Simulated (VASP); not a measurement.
Output of a VASP run:

File OSZICAR:
```
       N       E                     dE             d eps       ncg     rms          rms(c)
DAV:   1     0.109577415250E+03    0.10958E+03   -0.89641E+03   520   0.124E+03
DAV:   2    -0.102693686506E+01   -0.11060E+03   -0.10557E+03   605   0.291E+02
DAV:   3    -0.585843137590E+01   -0.48315E+01   -0.48198E+01   605   0.630E+01
DAV:   4    -0.588445444437E+01   -0.26023E-01   -0.26019E-01   600   0.465E+00
DAV:   5    -0.588461292828E+01   -0.15848E-03   -0.15848E-03   600   0.329E-01    0.572E+00
DAV:   6    -0.551747447972E+01    0.36714E+00   -0.70025E-01   659   0.105E+01    0.454E+00
DAV:   7    -0.549739954717E+01    0.20075E-01   -0.15684E-01   570   0.298E+00    0.202E+00
DAV:   8    -0.549821819247E+01   -0.81865E-03   -0.13603E-02   545   0.170E+00    0.235E-01
DAV:   9    -0.549838600844E+01   -0.16782E-03   -0.19334E-03   615   0.632E-01    0.479E-02
DAV:  10    -0.549846235818E+01   -0.76350E-04   -0.22270E-04   555   0.212E-01    0.463E-02
DAV:  11    -0.549851166090E+01   -0.49303E-04   -0.88450E-05   520   0.734E-02    0.150E-02
DAV:  12    -0.549851021176E+01    0.14491E-05   -0.74500E-06   631   0.382E-02    0.467E-03
DAV:  13    -0.549851097721E+01   -0.76545E-06   -0.24623E-06   535   0.111E-02    0.332E-03
DAV:  14    -0.549851097591E+01    0.13019E-08   -0.71865E-08   430   0.205E-03
   1 F= -.54985110E+01 E0= -.54985110E+01  d E =-.673948E-11
```

**OUTCAR**
```
------------------------ aborting loop because EDIFF is reached ----------------------------------------
  FORCE on cell =-STRESS in cart. coord.  units (eV):
  Direction    XX          YY          ZZ          XY          YZ          ZX
  --------------------------------------------------------------------------------------
  Total        0.0102951      0.0102951      0.0102951      0.0000000     -0.0000000     -0.0000000
  in kB        0.2760316      0.2760316      0.2760316      0.0000000     -0.0000000     -0.0000000
  external PRESSURE =       0.2760316 kB  Pullay stress =       0.0000000 kB
  volume of cell :       59.76
      direct lattice vectors                 reciprocal lattice vectors
     0.000000000  3.103020086  3.103020086    -0.161133343  0.161133343  0.161133343
     3.103020086  0.000000000  3.103020086     0.161133343 -0.161133343  0.161133343
     3.103020086  3.103020086  0.000000000     0.161133343  0.161133343 -0.161133343
  FREE ENERGIE OF THE ION-ELECTRON SYSTEM (eV)
  ---------------------------------------------------
  free  energy   TOTEN  =        -5.4985109759 eV

  energy  without entropy=       -5.4985109759  energy(sigma->0) =       -5.49851098
```
(Selected blocks of OUTCAR.)

**POSCAR**
```
CdSe
1
    0.0000000000     3.1030200860     3.1030200860
    3.1030200860     0.0000000000     3.1030200860
    3.1030200860     3.1030200860     0.0000000000
Cd Se
1 1
Direct
  0.0000000000   0.0000000000   0.0000000000
  0.2500000000   0.2500000000   0.2500000000
```

### Question
Write an INCAR and KPOINTS that could have produced this output.

### Answer
This is not unique; one that fits is the input of the run itself, PBE GGA, plane waves, VASP's PBE PAW potentials (set 64).

### INCAR
```
SYSTEM = CdSe
PREC = Accurate
ENCUT = 520
EDIFF = 1E-7
NELM = 100
ALGO = Normal
LREAL = .FALSE.
LASPH = .TRUE.
ISMEAR = 0
SIGMA = 0.05
GGA = PE
LMAXMIX = 4
LWAVE = .FALSE.
LCHARG = .FALSE.
ISIF = 2
```

File KPOINTS:
```
Automatic mesh
0
Gamma
7 7 7
0 0 0
```

POTCAR, in this order: Cd Se (PBE.64 set). Program: vasp_std.

The compound is CdSe in the zinc blende structure, whereas wurtzite is the usual form. It was relaxed first, which changed the volume by +8 %.
